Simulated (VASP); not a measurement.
OSZICAR of a VASP run on HfPbO3 (space group Pm-3m):

**OSZICAR**
```
       N       E                     dE             d eps       ncg     rms          rms(c)
DAV:   1     0.367205043246E+03    0.36721E+03   -0.16684E+04  3256   0.628E+02
DAV:   2    -0.985446149966E+01   -0.37706E+03   -0.33251E+03  3200   0.221E+02
DAV:   3    -0.517233347288E+02   -0.41869E+02   -0.40462E+02  3429   0.645E+01
DAV:   4    -0.528120560615E+02   -0.10887E+01   -0.10869E+01  3576   0.965E+00
DAV:   5    -0.528239594625E+02   -0.11903E-01   -0.11900E-01  3608   0.111E+00    0.727E+01
DAV:   6    -0.455794512360E+02    0.72445E+01   -0.77910E+00  4209   0.142E+01    0.599E+01
DAV:   7    -0.452618183954E+02    0.31763E+00   -0.95948E-01  3520   0.349E+00    0.335E+01
DAV:   8    -0.451455598762E+02    0.11626E+00   -0.27264E-01  4407   0.270E+00    0.488E+00
DAV:   9    -0.451380981848E+02    0.74617E-02   -0.16552E-02  4352   0.821E-01    0.139E+00
DAV:  10    -0.451381735755E+02   -0.75391E-04   -0.15054E-03  4535   0.207E-01    0.296E-01
DAV:  11    -0.451381376523E+02    0.35923E-04   -0.19303E-04  4592   0.917E-02    0.386E-02
DAV:  12    -0.451381378794E+02   -0.22703E-06   -0.69190E-06  4472   0.139E-02    0.396E-03
DAV:  13    -0.451381379129E+02   -0.33543E-07   -0.68603E-07  4093   0.345E-03
   1 F= -.45138138E+02 E0= -.45138138E+02  d E =-.956274E-38
 imaginary and real dielectric function
```

Question: Which electronic solver shows in the log?

Answer: It is blocked Davidson (ALGO = Normal, or the opening steps of other solvers). The INCAR had ALGO = Normal.

Question: Can the final energy be trusted as converged?

Answer: Self-consistency was reached. It stopped with EDIFF = 1E-7, NELM = 100 (LDA (Ceperley-Alder, Perdew-Zunger), plane waves, VASP's LDA PAW potentials (set 64)). The dielectric response may not be converged in the k-mesh; for small gaps it tends to come out too large.

The structure comes from a computed database's HfPbO3 entry (Pm-3m); how it stands against other phases isn't given here. It was relaxed first, which changed the volume by -6 %.
